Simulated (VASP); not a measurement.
```yaml
crystal:
  lattice:
    - [3.80228, 0.00000, 0.00000]
    - [0.00000, 3.80228, 0.00000]
    - [0.00000, 0.00000, 4.79120]
  atoms:
    - { symbol: Ho, position: [0.50000, 0.00000, 0.23680] }
    - { symbol: Ho, position: [0.00000, 0.50000, 0.76320] }
    - { symbol: N, position: [0.00000, 0.00000, 0.00000] }
    - { symbol: N, position: [0.50000, 0.50000, 0.00000] }
```

Calculation: PBE GGA, VASP's PBE PAW potentials (set 64) (plane waves; VASP). Numerical set-up: 520 eV cut-off, 5×5×4 Γ-centred mesh, Gaussian smearing of 0.050 eV, potentials Ho_3 N.

The 4f electrons are frozen in the core of the lanthanide potential, so 4f levels, which can set the real gap, and their magnetism are missing.

**Question.** Which forces act on the atoms, in eV/Å?

**Answer.** 
```tsv
atom	Fx	Fy	Fz
Ho1	0.000	0.000	-2.110
Ho2	0.000	0.000	2.110
N3	0.000	0.000	0.000
N4	0.000	0.000	0.000
```

**Question.** Give the stress tensor in GPa (positive for a compressed cell).

**Answer.** 
```
16.12   0.00   0.00
 0.00  16.12   0.00
 0.00   0.00  -9.61
```
The pressure is its mean diagonal, 7.54 GPa.

The structure was generated: HoN was put into the litharge type (P4/nmm), which need not be its known phase. The cell was not relaxed at this level. The k-mesh is coarse (spacing up to 0.33 per Å, 2π included), so the numbers may not be converged in it.
